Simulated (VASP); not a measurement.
Here is the system:

```
CELL_PARAMETERS angstrom
      0.00000     3.34732     3.34732
      3.34732     0.00000     3.34732
      3.34732     3.34732     0.00000
ATOMIC_POSITIONS crystal
  In 0.00000 0.00000 0.00000
  Sb 0.25000 0.25000 0.25000
```

All values below come from revPBE GGA, VASP's PBE PAW potentials (set 64) (plane waves; VASP). Run with 520 eV cut-off, 9×9×9 Γ-centred mesh, first-order Methfessel-Paxton smearing of 0.10 eV, potentials In_d Sb.

Unless said otherwise, spin-orbit coupling is left out, though it shifts the bands of the heavy elements here.

### Question
Predict the energy per atom (σ→0), band gap (on the k-mesh) with the smallest direct gap where there is one.

### Answer

```json
{
  "band gap (on the k-mesh)": "none (metal, semimetal or under 0.01 eV)",
  "energy per atom (σ→0)": "-3.195 eV/atom"
}
```

The absolute energy has meaning only against runs of the same code, potentials and settings.

The compound is InSb in the zinc blende structure. It was relaxed first, which changed the volume by +10 %. The start is the result of an earlier pass.
